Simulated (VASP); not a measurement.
All values below come from PBE GGA, VASP's PBE PAW potentials (set 64) (plane waves; VASP).

VASP input:

**POSCAR**
```
CuGaSe2
1
   -2.8330500000     2.8330500000     5.5651000000
    2.8330500000    -2.8330500000     5.5651000000
    2.8330500000     2.8330500000    -5.5651000000
Ga Cu Se
2 2 4
Direct
  0.5000000000   0.5000000000   0.0000000000
  0.2500000000   0.7500000000   0.5000000000
  0.0000000000   0.0000000000   0.0000000000
  0.7500000000   0.2500000000   0.5000000000
  0.8750000000   0.8750000000   0.5000000000
  0.1250000000   0.6250000000   0.0000000000
  0.3750000000   0.3750000000   0.5000000000
  0.6250000000   0.1250000000   0.0000000000
```

**INCAR**
```
PREC  =  Accurate
LWAVE  =  .FALSE.
LREAL  =  .FALSE.
EDIFF  =  1E-6   # SCF stop (eV)
SIGMA  =  0.02
SYSTEM  =  CuGaSe2
ALGO  =  Normal
ENCUT  =  300
LCHARG  =  .FALSE.
LMAXMIX  =  4   # l cut-off of mixed one-centre charges
GGA  =  PE   # PBE
LASPH  =  .TRUE.
ISIF  =  2   # forces and stress, cell fixed
ISMEAR  =  -1
NELM  =  100   # most electronic steps
```

**KPOINTS**
```
Automatic
0
gamma
  3 3 3
0 0 0
```

POTCAR, in this order: Ga_d Cu Se (PBE.64 set). Program: vasp_std.

Output of the run:

OSZICAR:
```
       N       E                     dE             d eps       ncg     rms          rms(c)
DAV:   1     0.568658186741E+03    0.56866E+03   -0.22789E+04   540   0.154E+03
DAV:   2     0.640546840710E+02   -0.50460E+03   -0.49130E+03   516   0.432E+02
DAV:   3    -0.266394124993E+02   -0.90694E+02   -0.88708E+02   709   0.171E+02
DAV:   4    -0.323830117554E+02   -0.57436E+01   -0.56776E+01   672   0.429E+01
DAV:   5    -0.325896590208E+02   -0.20665E+00   -0.20586E+00   720   0.878E+00    0.115E+01
DAV:   6    -0.327036375591E+02   -0.11398E+00   -0.31651E+01   712   0.807E+01    0.870E+00
DAV:   7    -0.309573425999E+02    0.17463E+01   -0.74077E+00   672   0.611E+01    0.364E+00
DAV:   8    -0.311670544561E+02   -0.20971E+00   -0.36146E+00   800   0.203E+01    0.317E+00
DAV:   9    -0.310531714440E+02    0.11388E+00   -0.12016E+00   728   0.160E+01    0.566E-01
DAV:  10    -0.310521408612E+02    0.10306E-02   -0.66927E-02   736   0.400E+00    0.150E-01
DAV:  11    -0.310536474152E+02   -0.15066E-02   -0.83200E-03   754   0.903E-01    0.132E-01
DAV:  12    -0.310534450974E+02    0.20232E-03   -0.18280E-03   744   0.744E-01    0.260E-02
DAV:  13    -0.310534752745E+02   -0.30177E-04   -0.21220E-04   744   0.129E-01    0.129E-02
DAV:  14    -0.310534839021E+02   -0.86276E-05   -0.56120E-05   720   0.872E-02    0.141E-02
DAV:  15    -0.310534813182E+02    0.25839E-05   -0.15498E-05   616   0.735E-02    0.402E-03
DAV:  16    -0.310534819699E+02   -0.65167E-06   -0.35103E-06   520   0.993E-03
   1 F= -.31053482E+02 E0= -.31053219E+02  d E =-.525593E-03
```

### OUTCAR
```
------------------------ aborting loop because EDIFF is reached ----------------------------------------
  FORCE on cell =-STRESS in cart. coord.  units (eV):
  Direction    XX          YY          ZZ          XY          YZ          ZX
  --------------------------------------------------------------------------------------
  Total        0.8044713      0.8044713      0.9595919      0.0000000      0.0000000     -0.0000000
  in kB        7.2140593      7.2140593      8.6050955      0.0000000      0.0000000     -0.0000000
  external PRESSURE =       7.6777380 kB  Pullay stress =       0.0000000 kB
  volume of cell :      178.67
      direct lattice vectors                 reciprocal lattice vectors
    -2.833050000  2.833050000  5.565100000     0.000000000  0.176488237  0.089845645
     2.833050000 -2.833050000  5.565100000     0.176488237  0.000000000  0.089845645
     2.833050000  2.833050000 -5.565100000     0.176488237  0.176488237  0.000000000
 POSITION                                       TOTAL-FORCE (eV/Angst)
 -----------------------------------------------------------------------------------
      0.00000      0.00000      5.56510         0.000000      0.000000     -0.000000
      2.83305      0.00000      2.78255         0.000000      0.000000      0.000000
      0.00000      0.00000      0.00000        -0.000000      0.000000      0.000000
      0.00000      2.83305      2.78255         0.000000     -0.000000     -0.000000
      1.41653      1.41653      6.95637         0.274499      0.000000      0.000000
      1.41653     -1.41653      4.17382        -0.000000     -0.274499      0.000000
      1.41653      1.41653      1.39127        -0.274499      0.000000      0.000000
     -1.41653      1.41653      4.17382        -0.000000      0.274499      0.000000
 -----------------------------------------------------------------------------------
    total drift:                               -0.000023     -0.000023     -0.000031
  FREE ENERGIE OF THE ION-ELECTRON SYSTEM (eV)
  ---------------------------------------------------
  free  energy   TOTEN  =       -31.0534819699 eV

  energy  without entropy=      -31.0529563767  energy(sigma->0) =      -31.05321917
```
(Selected blocks of OUTCAR.)

At this cut-off the stress carries a Pulay error, which pulls relaxed volumes low.

The structure is a typed CuGaSe2 crystal. The cell was not relaxed at this level. The k-mesh is coarse (spacing up to 0.52 per Å, 2π included), so the numbers may not be converged in it.
